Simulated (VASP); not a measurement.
Write the native input for VASP 6.6.1 that does the following.

```yaml
Task: band structure
Functional: rev-vdW-DF2
Potentials_or_basis: VASP PAW PBE potentials, release 64 (H, Pb_d, N, O)
Cutoff: 520 eV
k_mesh: 7 × 7 × 5
Occupations: fermi-dirac, width 0.05 eV
Spin: no spin polarisation
Further_INCAR_settings: ALGO = Normal; EDIFF = 1e-06; NBANDS = 31
```

The structure of HPbNO4 lies in POSCAR:

```
HPbNO4                                  
1.0
    4.1168607572     -0.0065195456      0.0046463835
    1.9737925736      3.7240766616     -0.0156957875
    2.0094355572      1.2089978630      6.2508342253
  H               Pb              N               O             
     1     1     1     4
Direct
     0.8958195558051903    0.6814916206839351    0.6192196074061114
     0.1370300483507174    0.9427949853866201    0.8846416170561998
     0.2569046167139015    0.2853755903343320    0.3053210524111407
     0.8335427525636083    0.6502553438385885    0.7771960982855198
     0.3935253426461018    0.2109724627447855    0.1155746727541584
     0.3112304390870401    0.0294839607480779    0.4645850047297030
     0.0706772448334483    0.6154260362636580    0.3249619473571617
```

The cell was built by a generator and needn't be a form met in nature.

One way to write it, as run:

INCAR

```
SYSTEM = HPbNO4
PREC = Accurate ; ENCUT = 520
EDIFF = 1E-6 ; ISMEAR = -1
SIGMA = 0.05 ; LREAL = .FALSE.
LASPH = .TRUE. ; NELM = 60
ALGO = Normal ; ISIF = 2
LWAVE = .FALSE. ; LCHARG = .FALSE.
GGA = MK ; LUSE_VDW = .TRUE.
AGGAC = 0.0 ; PARAM1 = 0.1234
PARAM2 = 0.711357 ; ZAB_VDW = -1.8867
NBANDS = 31 ; KPAR = 4
```

KPOINTS

```
Automatic mesh
0
G
  7 7 5
  0 0 0
```

KPOINTS_OPT

```
path XGY,LGZ,NGM,RG
20
line-mode
reciprocal
 0.0000000000  0.0000000000  0.5000000000  X
 0.0000000000  0.0000000000  0.0000000000  G

 0.0000000000  0.0000000000  0.0000000000  G
 0.5000000000  0.0000000000  0.0000000000  Y

 0.5000000000  0.0000000000  0.5000000000  L
 0.0000000000  0.0000000000  0.0000000000  G

 0.0000000000  0.0000000000  0.0000000000  G
 0.0000000000  0.5000000000  0.0000000000  Z

 0.0000000000  0.5000000000  0.5000000000  N
 0.0000000000  0.0000000000  0.0000000000  G

 0.0000000000  0.0000000000  0.0000000000  G
 0.5000000000  0.5000000000  0.0000000000  M

 0.5000000000  0.5000000000  0.5000000000  R
 0.0000000000  0.0000000000  0.0000000000  G
```

Potentials or basis: VASP PAW PBE potentials, release 64 (H, Pb_d, N, O).

Run with:

```bash
$ cat potpaw_PBE.64/H/POTCAR potpaw_PBE.64/Pb_d/POTCAR potpaw_PBE.64/N/POTCAR potpaw_PBE.64/O/POTCAR > POTCAR
$ mpirun -np 4 vasp_std > vasp.out
```

It gave:

```
Pressure                : 0.1 GPa
Largest force           : 0.022 eV/Å
Band gap on the k mesh  : 2.56 eV, indirect (least direct gap 2.59 eV)
Band gap along the path : 2.82 eV, direct
```

Caveat: the standard files for N, O and F lose accuracy on very short bonds; the PAW data sets were made with another functional, which shifts forces and pressure a little; spin-orbit coupling is left out, which as a rule narrows the gap of such compounds by several tenths of an eV.

Run time: 3 min on 4 MPI ranks on Intel(R) Xeon(R) Platinum 8488C (Sapphire Rapids), on a shared host, peak memory 0.73 GiB a rank.
